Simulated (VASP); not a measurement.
These are r2SCAN meta-GGA, VASP's PBE PAW potentials (set 64) (plane waves; VASP) values and carry that method's errors.

The input files of a VASP run:

**INCAR**
```
ALGO=Normal
EDIFF=1E-6
EDIFFG=-0.02
ENCUT=520
IBRION=2
ISIF=3
ISMEAR=1
LASPH=T
LCHARG=F
LMAXMIX=6
LMIXTAU=T
LREAL=F
LWAVE=F
METAGGA=R2SCAN
NELM=100
NSW=60
PREC=Accurate
SIGMA=0.1
SYSTEM=WO
```

KPOINTS:
```
kpoints
0
gamma
 11 11 5
0 0 0
```

### POSCAR
```
WO
1
    2.7545846929     0.0000000000     0.0000000000
   -1.3772923465     2.3855403747    -0.0000000000
    0.0000000000    -0.0000000000     6.3764931786
W O
2 2
Direct
  0.0000000000   1.0000000000   0.0000000000
  0.0000000000   1.0000000000   0.5000000000
  0.3333330000   0.6666670000   0.2500000000
  0.6666670000   0.3333330000   0.7500000000
```

POTCAR, in this order: W_sv O (PBE.64 set). Program: vasp_std.

Question: What will the output report for the number of irreducible k-points (NKPTS), number of bands (NBANDS), largest plane-wave count, number of space-group operations, FFT grid (NGX, NGY, NGZ)?

Answer: 
The number of irreducible k-points (NKPTS) is 48 and the number of bands (NBANDS) comes out as 24. The largest plane-wave count is 1143, the number of space-group operations is 24 and the FFT grid (NGX, NGY, NGZ) is 20 × 20 × 48.

The structure was generated: WO was put into the NiAs type type (P6_3/mmc), which need not be its known phase. This run relaxes it. Symmetry was kept, so distortions that lower it aren't found. The start is the result of an earlier pass.
